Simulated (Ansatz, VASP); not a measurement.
# MoS2: VASP beside Ansatz

Wanted: the spread between two codes on one cell, functional and k mesh. The cell is taken from a series of runs on this material, whose earlier steps may have relaxed, scaled, displaced or heated it; both programs get it as it stands.

Program: Ansatz 0.2.0. Level of theory: plane waves, with VASP 6.6.1 beside it; dielectric response at LDA. Results are calculated unless marked as measured.

**1. Starting point**

The structure is hexagonal, space group P-6m2 (No. 187). The conventional cell has a = 3.184 Å, b = 3.184 Å, c = 28.387 Å, α = 90.00°, β = 90.00°, γ = 120.00°. Nearest to Mo lie 6 S at 2.41 Å. S has 3 Mo at 2.41 Å nearest. Nearest to S lie 3 Mo at 2.41 Å. Nearest to S lie 3 Mo at 2.41 Å. Farther neighbours and most contacts between anions are not listed.

Structure file:

```cif
data_structure
_symmetry_space_group_name_H-M 'P 1'
_symmetry_Int_Tables_number 1
_cell_length_a 3.1840
_cell_length_b 3.1840
_cell_length_c 28.3873
_cell_angle_alpha 90.000
_cell_angle_beta 90.000
_cell_angle_gamma 120.000
_cell_volume 249.23
loop_
_atom_site_label
_atom_site_type_symbol
_atom_site_fract_x
_atom_site_fract_y
_atom_site_fract_z
_atom_site_occupancy
Mo1 Mo 0.66667 0.33333 0.00000 1
Mo2 Mo 0.33333 0.66667 0.77184 1
Mo3 Mo 0.33333 0.66667 0.22816 1
S4 S 0.33333 0.66667 0.05467 1
S5 S 0.66667 0.33333 0.82651 1
S6 S 0.66667 0.33333 0.28281 1
S7 S 0.33333 0.66667 0.94533 1
S8 S 0.66667 0.33333 0.71719 1
S9 S 0.66667 0.33333 0.17349 1
```

**2. VASP: dielectric response, LDA**

The response to a field tests empty states and converges slowly with the mesh.

Lines of VASP's logs that name or quote its potential files are left out, and so is its time.

Contents of INCAR:

```
SYSTEM = MoS2
PREC = Accurate
ENCUT = 400
EDIFF = 1E-08
NELM = 120
ISMEAR = 0
SIGMA = 0.01
LREAL = .FALSE.
ALGO = Normal
GGA = CA
NBANDS = 48
LASPH = .TRUE.
LORBIT = 11
LWAVE = .FALSE.
LCHARG = .FALSE.
ISIF = 2
LEPSILON = .TRUE.
GGA_COMPAT = .FALSE.
EFERMI = MIDGAP
KPAR = 2
```

Contents of POSCAR:

```
MoS2
1.0
    3.1840155185      0.0000000000      0.0000000000
   -1.5920077592      2.7574383250      0.0000000000
    0.0000000000      0.0000000000     28.3873198000
Mo S
3 6
Direct
    0.6666666700      0.3333333300      0.0000000000
    0.3333333300      0.6666666700      0.7718352300
    0.3333333300      0.6666666700      0.2281647700
    0.3333333300      0.6666666700      0.0546658800
    0.6666666700      0.3333333300      0.8265069100
    0.6666666700      0.3333333300      0.2828124900
    0.3333333300      0.6666666700      0.9453341200
    0.6666666700      0.3333333300      0.7171875100
    0.6666666700      0.3333333300      0.1734930900
```

Contents of KPOINTS:

```
Automatic mesh
0
Gamma
9 9 2
0 0 0
```

PAW data sets: Mo_sv and S (LDA family, release 64).

The run is started by

```console
> mpirun -np 2 vasp_std
```

Numbers of over 12 decimals in the logs are rounded to 6 here.

Output:

```text
[banner, memory and clock lines left out]
running    2 mpi-ranks, on    1 nodes
 distrk:  each k-point on    1 cores,    2 groups
 distr:  one band on    1 cores,    1 groups

 POSCAR found type information on POSCAR MoS
 POSCAR found :  2 types and       9 ions
 LDA part: xc-table for (Slater(with rela. corr.)+CA(PZ))
 , standard interpolation
 POSCAR, INCAR and KPOINTS ok, starting setup
 FFT: planning ... GRIDC
 FFT: planning ... GRID_SOFT
 FFT: planning ... GRID
 WAVECAR not read
 entering main loop
       N       E                     dE             d eps       ncg     rms          rms(c)
DAV:   1     0.592053525598E+03    0.59205E+03   -0.38070E+04  2816   0.119E+03
DAV:   2    -0.358007642215E+02   -0.62785E+03   -0.60804E+03  2752   0.339E+02
DAV:   3    -0.762753458394E+02   -0.40475E+02   -0.39782E+02  2912   0.751E+01
DAV:   4    -0.776807457442E+02   -0.14054E+01   -0.13977E+01  2936   0.137E+01
DAV:   5    -0.777303913821E+02   -0.49646E-01   -0.49596E-01  2960   0.246E+00    0.421E+01
DAV:   6    -0.743301692934E+02    0.34002E+01   -0.28994E+01  2704   0.258E+01    0.148E+01
DAV:   7    -0.736968102258E+02    0.63336E+00   -0.11970E+01  2616   0.170E+01    0.105E+01
DAV:   8    -0.731402465113E+02    0.55656E+00   -0.20654E+00  2784   0.733E+00    0.268E+00
DAV:   9    -0.731537365157E+02   -0.13490E-01   -0.21919E-01  2952   0.173E+00    0.136E+00
DAV:  10    -0.731397501007E+02    0.13986E-01   -0.64648E-02  2888   0.133E+00    0.372E-01
DAV:  11    -0.731393772876E+02    0.37281E-03   -0.35642E-03  3128   0.284E-01    0.146E-01
DAV:  12    -0.731392686999E+02    0.10859E-03   -0.53092E-04  2872   0.108E-01    0.777E-02
DAV:  13    -0.731392647364E+02    0.39635E-05   -0.82461E-05  2888   0.427E-02    0.551E-02
DAV:  14    -0.731392991757E+02   -0.34439E-04   -0.24039E-04  2664   0.626E-02    0.217E-02
[...]
DAV:  20    -0.731396969949E+02   -0.40064E-04   -0.23273E-06  2840   0.570E-03    0.307E-03
DAV:  21    -0.731397159535E+02   -0.18959E-04   -0.67984E-07  2616   0.299E-03    0.282E-03
DAV:  22    -0.731397208884E+02   -0.49349E-05   -0.14089E-07  2544   0.107E-03    0.607E-04
DAV:  23    -0.731397226758E+02   -0.17874E-05   -0.64257E-08  2024   0.744E-04    0.520E-04
DAV:  24    -0.731397229771E+02   -0.30133E-06   -0.65306E-09  1880   0.296E-04    0.381E-04
DAV:  25    -0.731397230458E+02   -0.68723E-07   -0.12634E-09  1592   0.110E-04    0.193E-04
DAV:  26    -0.731397230715E+02   -0.25722E-07   -0.68469E-10  1600   0.767E-05    0.377E-05
DAV:  27    -0.731397230739E+02   -0.23447E-08   -0.77141E-11  1496   0.384E-05
   1 F= -.73139723E+02 E0= -.73139723E+02  d E =0.000000E+00
 Linear response reoptimize wavefunctions to high precision
DAV:   1    -0.731397230743E+02   -0.42201E-09    0.47695E-11  1488   0.228E-05
DAV:   2    -0.731397230742E+02    0.10550E-09    0.85225E-11  1432   0.121E-05
DAV:   3    -0.731397230743E+02   -0.72760E-10    0.96009E-11  1400   0.709E-06
 Linear response G [H, r] |phi>, progress :
  Direction:   1
       N       E                     dE             d eps       ncg     rms
RMM:   1    -0.404684141316E+03   -0.40468E+03   -0.46666E+02  4122   0.291E+02
RMM:   2    -0.369897701160E+03    0.34786E+02   -0.21301E+02  3630   0.509E+01
RMM:   3    -0.372623275688E+03   -0.27256E+01   -0.14823E+01  4178   0.134E+01
RMM:   4    -0.372851501724E+03   -0.22823E+00   -0.17294E+00  4481   0.339E+00
RMM:   5    -0.372862960846E+03   -0.11459E-01   -0.14888E-01  4730   0.104E+00
RMM:   6    -0.372865016307E+03   -0.20555E-02   -0.23566E-02  4924   0.366E-01
RMM:   7    -0.372864965053E+03    0.51254E-04   -0.25015E-03  5184   0.909E-02
RMM:   8    -0.372864954603E+03    0.10450E-04   -0.11992E-03  5361   0.316E-02
RMM:   9    -0.372864970572E+03   -0.15969E-04   -0.37069E-05  5703   0.137E-02
RMM:  10    -0.372864963997E+03    0.65750E-05    0.77817E-05  5576   0.688E-03
RMM:  11    -0.372864963458E+03    0.53850E-06   -0.95254E-05  5538   0.491E-03
RMM:  12    -0.372864962399E+03    0.10593E-05   -0.55141E-05  5377   0.428E-03
RMM:  13    -0.372864962489E+03   -0.89897E-07   -0.25251E-04  5236   0.401E-03
RMM:  14    -0.372864961359E+03    0.11302E-05   -0.30541E-04  5149   0.395E-03
RMM:  15    -0.372864962222E+03   -0.86272E-06   -0.33298E-04  5125   0.390E-03
 Linear response G [H, r] |phi>, progress :
  Direction:   2
       N       E                     dE             d eps       ncg     rms
RMM:   1    -0.410577456597E+03   -0.41058E+03   -0.57077E+02  4103   0.292E+02
[...]
Direction:   1
       N       E                     dE             d eps       ncg     rms          rms(c)
RMM:   1    -0.662791319183E+01   -0.66279E+01   -0.41807E+01  5210   0.818E+00
RMM:   2    -0.693274707075E+01   -0.30483E+00   -0.49099E-01  3740   0.153E+00
RMM:   3    -0.694394349536E+01   -0.11196E-01   -0.30407E-02  3827   0.329E-01
RMM:   4    -0.694469152796E+01   -0.74803E-03   -0.26130E-03  4081   0.829E-02
RMM:   5    -0.694473536124E+01   -0.43833E-04   -0.21487E-04  4087   0.218E-02
RMM:   6    -0.694474013448E+01   -0.47732E-05   -0.26523E-05  4237   0.607E-03
RMM:   7    -0.694474037800E+01   -0.24352E-06   -0.24625E-06  4120   0.174E-03
RMM:   8    -0.694474039208E+01   -0.14079E-07   -0.13399E-06  4011   0.584E-04
RMM:   9    -0.694474039470E+01   -0.26223E-08   -0.28540E-06  3581   0.294E-04
[...]
RMM:   8    -0.358129032842E+01   -0.18117E-07   -0.19963E-06  4214   0.393E-04
RMM:   9    -0.358129033197E+01   -0.35545E-08   -0.81341E-07  3743   0.224E-04
RMM:  10    -0.358129033329E+01   -0.13160E-08   -0.16426E-06  3271   0.182E-04
RMM:  11    -0.358129033051E+01    0.27778E-08   -0.14021E-06  2951   0.173E-04
RMM:  12    -0.358129033067E+01   -0.16082E-09   -0.18641E-06  2832   0.171E-04
RMM:  13    -0.358129033053E+01    0.14571E-09   -0.14068E-06  2787   0.171E-04
 change of polarisation eV/A/(eV/A) component  3 :     0.000    -0.000     7.163
 dielectric tensor                  component  3 :     0.000    -0.000     6.200
 Linear response to external field, progress :
  Direction:   1
       N       E                     dE             d eps       ncg     rms          rms(c)
RMM:   1    -0.660405692212E+01   -0.66041E+01   -0.41005E+01 17860   0.819E+00
RMM:   2    -0.688525956186E+01   -0.28120E+00   -0.45780E-01 12759   0.148E+00    0.551E+00
RMM:   3    -0.657533655171E+01    0.30992E+00   -0.31102E-01 12668   0.251E+00    0.289E+00
RMM:   4    -0.670562294623E+01   -0.13029E+00   -0.27824E-01 13308   0.227E+00    0.609E-01
RMM:   5    -0.674090114084E+01   -0.35278E-01   -0.12147E-02 13207   0.605E-01    0.563E-02
RMM:   6    -0.674206743875E+01   -0.11663E-02   -0.16448E-03 13641   0.144E-01    0.340E-02
RMM:   7    -0.674196574288E+01    0.10170E-03    0.10806E-04 14271   0.432E-02    0.992E-03
RMM:   8    -0.674257186535E+01   -0.60612E-03   -0.44845E-05 13936   0.137E-02    0.379E-03
RMM:   9    -0.674268546841E+01   -0.11360E-03   -0.33160E-05 14192   0.475E-03    0.127E-03
RMM:  10    -0.674268211819E+01    0.33502E-05    0.66500E-07 14643   0.179E-03    0.449E-04
RMM:  11    -0.674269497093E+01   -0.12853E-04   -0.79978E-06 15084   0.596E-04    0.189E-04
RMM:  12    -0.674270476392E+01   -0.97930E-05   -0.43502E-06 14486   0.279E-04    0.469E-05
RMM:  13    -0.674270621077E+01   -0.14468E-05   -0.29244E-06 11725   0.167E-04    0.241E-05
RMM:  14    -0.674270692307E+01   -0.71230E-06   -0.39936E-06  7878   0.141E-04    0.860E-06
 change of polarisation eV/A/(eV/A) component  1 :    12.866    -0.004     0.000
 dielectric tensor                  component  1 :    10.341    -0.003     0.000
 Linear response to external field, progress :
  Direction:   2
       N       E                     dE             d eps       ncg     rms          rms(c)
RMM:   1    -0.662556283579E+01   -0.66256E+01   -0.41221E+01 10911   0.819E+00
RMM:   2    -0.688480054252E+01   -0.25924E+00   -0.43368E-01  7727   0.145E+00    0.551E+00
RMM:   3    -0.657574390028E+01    0.30906E+00   -0.31831E-01  7614   0.251E+00    0.289E+00
RMM:   4    -0.670550121439E+01   -0.12976E+00   -0.27633E-01  7985   0.228E+00    0.610E-01
RMM:   5    -0.674092060478E+01   -0.35419E-01   -0.13578E-02  8040   0.614E-01    0.823E-02
RMM:   6    -0.674231044245E+01   -0.13898E-02   -0.17406E-03  8266   0.157E-01    0.450E-02
RMM:   7    -0.674208161919E+01    0.22882E-03   -0.17456E-04  8352   0.511E-02    0.210E-02
RMM:   8    -0.674254313203E+01   -0.46151E-03    0.49583E-05  8411   0.194E-02    0.460E-03
RMM:   9    -0.674290069089E+01   -0.35756E-03    0.24386E-05  8708   0.581E-03    0.152E-03
RMM:  10    -0.674293433953E+01   -0.33649E-04   -0.28305E-06  8985   0.200E-03    0.521E-04
RMM:  11    -0.674294539076E+01   -0.11051E-04   -0.32554E-06  8756   0.695E-04    0.295E-04
RMM:  12    -0.674296109577E+01   -0.15705E-04   -0.47029E-06  8391   0.429E-04    0.875E-05
RMM:  13    -0.674296437874E+01   -0.32830E-05   -0.39559E-06  8211   0.212E-04    0.385E-05
RMM:  14    -0.674296520982E+01   -0.83109E-06   -0.53494E-06  6239   0.160E-04    0.151E-05
RMM:  15    -0.674296622964E+01   -0.10198E-05   -0.49231E-06  4284   0.142E-04    0.834E-06
 change of polarisation eV/A/(eV/A) component  2 :    -0.367    12.866    -0.000
 dielectric tensor                  component  2 :    -0.267    10.341    -0.000
 Linear response to external field, progress :
  Direction:   3
       N       E                     dE             d eps       ncg     rms          rms(c)
RMM:   1    -0.341700933848E+01   -0.34170E+01   -0.15280E+01  4964   0.741E+00
RMM:   2    -0.357702906645E+01   -0.16002E+00   -0.15408E-01  3419   0.115E+00    0.559E+00
RMM:   3    -0.219322416527E+01    0.13838E+01   -0.19274E+01  3813   0.642E+00    0.196E+00
RMM:   4    -0.134510135241E+01    0.84812E+00   -0.31650E+00  3601   0.186E+00    0.935E-01
RMM:   5    -0.103451122499E+01    0.31059E+00   -0.90518E-01  3670   0.101E+00    0.399E-01
RMM:   6    -0.991517874119E+00    0.42993E-01   -0.71897E-01  4049   0.454E-01    0.315E-01
RMM:   7    -0.955451715772E+00    0.36066E-01   -0.59189E-01  4149   0.220E-01    0.229E-01
RMM:   8    -0.911372241055E+00    0.44079E-01   -0.40978E-01  4200   0.307E-01    0.185E-01
RMM:   9    -0.892587419596E+00    0.18785E-01   -0.23057E-01  4250   0.114E-01    0.116E-01
RMM:  10    -0.874776649491E+00    0.17811E-01   -0.10170E-01  4120   0.120E-01    0.300E-02
RMM:  11    -0.876180338274E+00   -0.14037E-02   -0.80071E-02  4116   0.369E-02    0.241E-02
RMM:  12    -0.878977896126E+00   -0.27976E-02   -0.89291E-02  3968   0.423E-02    0.232E-02
RMM:  13    -0.875423107575E+00    0.35548E-02   -0.57364E-02  3877   0.147E-02    0.120E-02
RMM:  14    -0.876422249949E+00   -0.99914E-03   -0.58627E-02  3935   0.249E-02    0.687E-03
RMM:  15    -0.873732768027E+00    0.26895E-02   -0.22606E-02  3930   0.923E-03    0.354E-03
RMM:  16    -0.872141407458E+00    0.15914E-02   -0.75230E-03  4144   0.369E-03    0.170E-03
RMM:  17    -0.871507624038E+00    0.63378E-03   -0.25231E-03  4122   0.177E-03    0.929E-04
RMM:  18    -0.871483287952E+00    0.24336E-04   -0.13693E-03  3949   0.588E-04    0.593E-04
RMM:  19    -0.871401553636E+00    0.81734E-04   -0.47127E-04  4110   0.488E-04    0.284E-04
RMM:  20    -0.871353994813E+00    0.47559E-04   -0.22955E-05  3874   0.345E-04    0.884E-05
RMM:  21    -0.871345201089E+00    0.87937E-05   -0.22878E-05  3154   0.112E-04    0.514E-05
RMM:  22    -0.871352615625E+00   -0.74145E-05   -0.10056E-04  3008   0.108E-04    0.256E-05
RMM:  23    -0.871349231113E+00    0.33845E-05   -0.17329E-05  1876   0.513E-05    0.147E-05
RMM:  24    -0.871349304433E+00   -0.73320E-07   -0.50528E-05  1566   0.486E-05    0.611E-06
 change of polarisation eV/A/(eV/A) component  3 :     0.000    -0.000     1.678
 dielectric tensor                  component  3 :     0.000    -0.000     2.218
 Born effective charges drift removed
```

OUTCAR, selected parts (step 2):

```text
ion  position               nearest neighbor table
   1  0.667  0.333  0.000-   4 2.41   7 2.41   4 2.41   7 2.41   4 2.41   7 2.41
   2  0.333  0.667  0.772-   8 2.41   8 2.41   8 2.41   5 2.41   5 2.41   5 2.41
   3  0.333  0.667  0.228-   6 2.41   6 2.41   6 2.41   9 2.41   9 2.41   9 2.41
   4  0.333  0.667  0.055-   1 2.41   1 2.41   1 2.41
   5  0.667  0.333  0.827-   2 2.41   2 2.41   2 2.41
   6  0.667  0.333  0.283-   3 2.41   3 2.41   3 2.41
   7  0.333  0.667  0.945-   1 2.41   1 2.41   1 2.41
   8  0.667  0.333  0.717-   2 2.41   2 2.41   2 2.41
   9  0.667  0.333  0.173-   3 2.41   3 2.41   3 2.41

  LATTYP: Found a hexagonal cell.
 ALAT       =     3.1840155185
 C/A-ratio  =     8.9155720615

 Subroutine GETGRP returns: Found 12 space group operations
 (whereof 12 operations were pure point group operations)

The static configuration has the point symmetry D_3h.

 Found     24 irreducible k-points:

   k-points           NKPTS =     24   k-points in BZ     NKDIM =     24   number of bands    NBANDS=     48

   dimension x,y,z NGX =    24 NGY =   24 NGZ =  192
   dimension x,y,z NGXF=    48 NGYF=   48 NGZF=  384

   ENCUT  =  400.0 eV  29.40 Ry    5.42 a.u.   5.19  5.19 46.29*2*pi/ulx,y,z

   NELECT =      78.0000    total number of electrons

 k-points in reciprocal lattice and weights: Automatic mesh
   0.00000000  0.00000000  0.00000000       0.006
   0.11111111  0.00000000  0.00000000       0.037
   0.22222222 -0.00000000  0.00000000       0.037
   0.33333333  0.00000000  0.00000000       0.037
   0.44444444 -0.00000000  0.00000000       0.037
   0.11111111  0.11111111  0.00000000       0.037
   0.22222222  0.11111111  0.00000000       0.074
   0.33333333  0.11111111  0.00000000       0.074
   0.44444444  0.11111111  0.00000000       0.037
[...]
0.33333333  0.22222222  0.50000000       0.074
   0.33333333  0.33333333  0.50000000       0.012

 average (electrostatic) potential at core
       1 -79.4529       2 -79.4523       3 -79.4523       4 -89.5408       5 -89.5389
       6 -89.5281       7 -89.5408       8 -89.5281       9 -89.5389

  Total       -6.8716298     -6.8716298     -4.4136404     -0.0000000      0.0000000      0.0000000
  in kB      -44.1738203    -44.1738203    -28.3727972     -0.0000000      0.0000000      0.0000000
  external PRESSURE =     -38.9068126 kB  Pullay stress =       0.0000000 kB

  energy-cutoff  :      400.00
  volume of cell :      249.23
      direct lattice vectors                 reciprocal lattice vectors
     3.184015518  0.000000000  0.000000000     0.314068821  0.181327718  0.000000000
    -1.592007759  2.757438325  0.000000000     0.000000000  0.362655437  0.000000000
     0.000000000  0.000000000 28.387319800     0.000000000  0.000000000  0.035226996

 POSITION                                       TOTAL-FORCE (eV/Angst)
 -----------------------------------------------------------------------------------
      1.59201      0.91915      0.00000         0.000000      0.000000      0.000000
     -0.00000      1.83829     21.91033        -0.000000      0.000000      0.002173
     -0.00000      1.83829      6.47699        -0.000000      0.000000     -0.002173
     -0.00000      1.83829      1.55182        -0.000000     -0.000000     -0.290612
      1.59201      0.91915     23.46232         0.000000     -0.000000     -0.290744
      1.59201      0.91915      8.02829         0.000000     -0.000000     -0.378018
     -0.00000      1.83829     26.83550        -0.000000     -0.000000      0.290612
      1.59201      0.91915     20.35903         0.000000     -0.000000      0.378018
      1.59201      0.91915      4.92500         0.000000     -0.000000      0.290744
 -----------------------------------------------------------------------------------
    total drift:                                0.000013     -0.000007      0.000000

 MACROSCOPIC STATIC DIELECTRIC TENSOR (including local field effects in DFT)
 ------------------------------------------------------
          10.340991     0.000000    -0.000000
           0.000000    10.340991     0.000000
           0.000000     0.000000     2.218399
 ------------------------------------------------------

 PIEZOELECTRIC TENSOR (including local field effects)  for field in x, y, z        (C/m^2)
          XX          YY          ZZ          XY          YZ          ZX
  --------------------------------------------------------------------------------
  x     0.00000    -0.00000     0.00000     0.11597     0.00000     0.00000
  y     0.11597    -0.11597    -0.00000    -0.00000     0.00000     0.00000
  z     0.00000     0.00000     0.00000     0.00000     0.00000    -0.00000

 BORN EFFECTIVE CHARGES (including local field effects) (in |e|, cummulative output)
 ---------------------------------------------------------------------------------
 ion    1
    1    -1.05482    -0.00000    -0.00000
    2    -0.00000    -1.05482    -0.00000
    3     0.00000     0.00000     0.11403
 ion    2
    1    -1.05490    -0.00000     0.00000
    2    -0.00000    -1.05490    -0.00000
    3    -0.00000     0.00000    -1.21509
 ion    3
    1    -1.05490    -0.00000    -0.00000
    2    -0.00000    -1.05490     0.00000
    3     0.00000    -0.00000    -1.21509
 ion    4
    1     0.52731     0.00000     0.00000
    2     0.00000     0.52731    -0.00000
    3     0.00000     0.00000     0.40953
 ion    5
    1     0.52492     0.00000     0.00000
    2     0.00000     0.52492    -0.00000
    3     0.00000    -0.00000     0.10472
 ion    6
    1     0.53007     0.00000     0.00000
    2     0.00000     0.53007    -0.00000
    3     0.00000     0.00000     0.64382
 ion    7
    1     0.52731     0.00000    -0.00000
    2     0.00000     0.52731     0.00000
    3     0.00000    -0.00000     0.40953
 ion    8
    1     0.53007     0.00000     0.00000
    2     0.00000     0.53007     0.00000
    3    -0.00000     0.00000     0.64382
 ion    9
    1     0.52492     0.00000    -0.00000
    2     0.00000     0.52492     0.00000
    3    -0.00000     0.00000     0.10472
```

This run has no spin polarisation, so a moment on Mo, if there is one, isn't seen. The gap is read on the k-mesh alone, so it is an upper bound where the band edges lie off the mesh. The dielectric response converges more slowly with the mesh than energies do, so tensor and charges may still move on a finer one.

(Part 1 of 2 ends here.)

[Lines on the potential files, build, host, timing and source positions are cut from VASP's logs without a mark.]

[Logs are printed without paths, hosts, clocks, repeated set-up lines and the standing remarks that a program may print on its own settings, such as how far it seeks lower states.]

[Hosts, paths, dates, database ids (printed as entryN), source tags and the programs' standing remarks are cut or masked in the printed files.]
